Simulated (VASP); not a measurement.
Calculation: MS2 meta-GGA, VASP's PBE PAW potentials (set 64) (plane waves; VASP).

Input for VASP

### INCAR
```
! general
SYSTEM =MgB2
PREC   =Accurate
ENCUT  =520
LREAL  =F
LASPH  =T

! electronic loop
EDIFF  =1E-7
NELM   =100
ALGO   =Normal
LMIXTAU=T

! smearing
ISMEAR =1
SIGMA  =0.1

! functional
METAGGA=MS2

! ions
IBRION =2
NSW    =30
ISIF   =4
EDIFFG =-0.01

! output
LWAVE  =F
LCHARG =F
```

File POSCAR:
```
MgB2
1
    1.5184184861    -2.6299774830     0.0000000000
    1.5184184861     2.6299774830     0.0000000000
    0.0000000000     0.0000000000     3.4430451236
Mg B
1 2
Direct
  0.0000000000   0.0000000000   1.0000000000
  0.3333330000   0.6666670000   0.5000000000
  0.6666670000   0.3333330000   0.5000000000
```

File KPOINTS:
```
Automatic
0
Gamma
  11 11 9
0 0 0
```

POTCAR, in this order: Mg B (PBE.64 set). Program: vasp_std.

The run wrote:

**OSZICAR**
```
       N       E                     dE             d eps       ncg     rms          rms(c)
DAV:   1    -0.711675568224E+01   -0.71168E+01   -0.41128E+03  1408   0.842E+02
DAV:   2    -0.290227053309E+02   -0.21906E+02   -0.20711E+02  1856   0.116E+02
DAV:   3    -0.292883424952E+02   -0.26564E+00   -0.26488E+00  1664   0.146E+01
DAV:   4    -0.292887264782E+02   -0.38398E-03   -0.38395E-03  2024   0.518E-01
DAV:   5    -0.292887267470E+02   -0.26880E-06   -0.26867E-06  1624   0.925E-03    0.548E+00
DAV:   6    -0.219834966406E+02    0.73052E+01   -0.30087E+00  1400   0.135E+01    0.281E+00
DAV:   7    -0.216844819967E+02    0.29901E+00   -0.14856E+00  1592   0.101E+01    0.825E-01
DAV:   8    -0.220278951809E+02   -0.34341E+00   -0.22886E-01  1512   0.572E+00    0.611E-01
DAV:   9    -0.219894965770E+02    0.38399E-01   -0.15948E-01  1304   0.566E+00    0.158E-01
DAV:  10    -0.220512512970E+02   -0.61755E-01   -0.14745E-01  1280   0.531E+00    0.782E-02
DAV:  11    -0.220528763453E+02   -0.16250E-02   -0.16554E-02  1648   0.131E+00    0.987E-02
DAV:  12    -0.220528952690E+02   -0.18924E-04   -0.33821E-04  1720   0.235E-01    0.756E-02
DAV:  13    -0.220530868316E+02   -0.19156E-03   -0.14325E-03  1368   0.541E-01    0.447E-02
DAV:  14    -0.220533733363E+02   -0.28650E-03   -0.45309E-04  1552   0.295E-01    0.280E-02
DAV:  15    -0.220533553946E+02    0.17942E-04   -0.55858E-06  1904   0.330E-02    0.245E-02
DAV:  16    -0.220533555288E+02   -0.13422E-06   -0.23079E-05  1360   0.613E-02    0.695E-03
DAV:  17    -0.220533459751E+02    0.95537E-05   -0.22537E-06  1792   0.173E-02    0.371E-03
DAV:  18    -0.220533544785E+02   -0.85035E-05   -0.85057E-07  1528   0.114E-02    0.341E-04
DAV:  19    -0.220533391863E+02    0.15292E-04   -0.30161E-07  1424   0.890E-03    0.199E-04
DAV:  20    -0.220533488708E+02   -0.96845E-05   -0.35217E-08   800   0.316E-03    0.124E-04
DAV:  21    -0.220533439642E+02    0.49065E-05   -0.50437E-09   760   0.117E-03    0.421E-05
DAV:  22    -0.220533460749E+02   -0.21107E-05   -0.12688E-09   704   0.448E-04    0.127E-05
DAV:  23    -0.220533453554E+02    0.71957E-06   -0.22217E-10   672   0.209E-04    0.541E-06
DAV:  24    -0.220533456139E+02   -0.25858E-06   -0.23554E-11   688   0.752E-05    0.156E-06
DAV:  25    -0.220533455313E+02    0.82692E-07   -0.32778E-12   680   0.255E-05
   1 F= -.22053346E+02 E0= -.22052969E+02  d E =-.220533E+02
       N       E                     dE             d eps       ncg     rms          rms(c)
DAV:   1    -0.220552746710E+02   -0.19291E-02   -0.27732E-02  1784   0.132E+00    0.102E-01
DAV:   2    -0.220545935529E+02    0.68112E-03   -0.14500E-03  1704   0.325E-01    0.391E-02
DAV:   3    -0.220545635743E+02    0.29979E-04   -0.50517E-04  1576   0.221E-01    0.109E-02
DAV:   4    -0.220545299772E+02    0.33597E-04   -0.59874E-05  1320   0.990E-02    0.426E-03
DAV:   5    -0.220545613131E+02   -0.31336E-04   -0.26345E-05  1392   0.723E-02    0.125E-03
DAV:   6    -0.220545589969E+02    0.23162E-05   -0.45948E-06  1480   0.340E-02    0.485E-04
DAV:   7    -0.220545592162E+02   -0.21921E-06   -0.12063E-07  1712   0.538E-03    0.361E-04
DAV:   8    -0.220545600196E+02   -0.80346E-06   -0.45681E-08   784   0.344E-03    0.122E-04
DAV:   9    -0.220545589780E+02    0.10416E-05   -0.13601E-08   768   0.190E-03    0.449E-05
DAV:  10    -0.220545592683E+02   -0.29029E-06   -0.90733E-10   720   0.463E-04    0.249E-05
DAV:  11    -0.220545591063E+02    0.16196E-06   -0.29893E-10   744   0.272E-04    0.951E-06
DAV:  12    -0.220545590862E+02    0.20170E-07   -0.98606E-11   744   0.165E-04
   2 F= -.22054559E+02 E0= -.22054433E+02  d E =-.121355E-02
       N       E                     dE             d eps       ncg     rms          rms(c)
DAV:   1    -0.220547486228E+02   -0.18952E-03   -0.34514E-03  1760   0.465E-01    0.359E-02
DAV:   2    -0.220546666933E+02    0.81929E-04   -0.17381E-04  1712   0.113E-01    0.145E-02
DAV:   3    -0.220546626708E+02    0.40226E-05   -0.69164E-05  1544   0.805E-02    0.394E-03
DAV:   4    -0.220546526703E+02    0.10000E-04   -0.72641E-06  1344   0.347E-02    0.151E-03
DAV:   5    -0.220546619210E+02   -0.92508E-05   -0.36314E-06  1376   0.267E-02    0.429E-04
DAV:   6    -0.220546599078E+02    0.20132E-05   -0.55214E-07  1504   0.119E-02    0.216E-04
DAV:   7    -0.220546599332E+02   -0.25427E-07   -0.20001E-08   776   0.228E-03
   3 F= -.22054660E+02 E0= -.22054546E+02  d E =-.131440E-02
```

### OUTCAR
```
------------------------ aborting loop because EDIFF is reached ----------------------------------------
  FORCE on cell =-STRESS in cart. coord.  units (eV):
  Direction    XX          YY          ZZ          XY          YZ          ZX
  --------------------------------------------------------------------------------------
  Total        0.8560898      0.8560895      0.8494464      0.0000000     -0.0000000      0.0000000
  in kB       49.8785360     49.8785169     49.4914687      0.0000000     -0.0000000      0.0000000
  external PRESSURE =      49.7495072 kB  Pullay stress =       0.0000000 kB
  volume of cell :       27.50
      direct lattice vectors                 reciprocal lattice vectors
     1.522975704 -2.637870791 -0.000000000     0.328304646 -0.189546812 -0.000000000
     1.522975704  2.637870791 -0.000000000     0.328304646  0.189546812  0.000000000
     0.000000000 -0.000000000  3.422470655     0.000000000  0.000000000  0.292186581
 POSITION                                       TOTAL-FORCE (eV/Angst)
 -----------------------------------------------------------------------------------
      0.00000     -0.00000      3.42247         0.000000     -0.000000      0.000000
      1.52298      0.87929      1.71124        -0.000000     -0.000000      0.000000
      1.52298     -0.87929      1.71124         0.000000      0.000000      0.000000
 -----------------------------------------------------------------------------------
    total drift:                                0.000000     -0.000000      0.000000
  FREE ENERGIE OF THE ION-ELECTRON SYSTEM (eV)
  ---------------------------------------------------
  free  energy   TOTEN  =       -22.0546599332 eV

  energy  without entropy=      -22.0543180729  energy(sigma->0) =      -22.05454598

 reached required accuracy - stopping structural energy minimisation
```
(Selected blocks of OUTCAR.)

CONTCAR:
```
MgB2
   1.00000000000000
     1.5229757036214886   -2.6378707914260096   -0.0000000000000000
     1.5229757036214886    2.6378707914260096   -0.0000000000000000
     0.0000000000000000   -0.0000000000000000    3.4224706552840525
  Mg              B
     1     2
Direct
     0.0000000000000000    0.0000000000000000    1.0000000000000000
     0.3333330000000032    0.6666669999999968    0.5000000000000000
     0.6666669999999968    0.3333330000000032    0.5000000000000000
```

The compound is MgB2 in the AlB2 type structure. This cell is one point of a volume scan, at 0.97 of the reference volume. Symmetry was kept, so distortions that lower it aren't found.
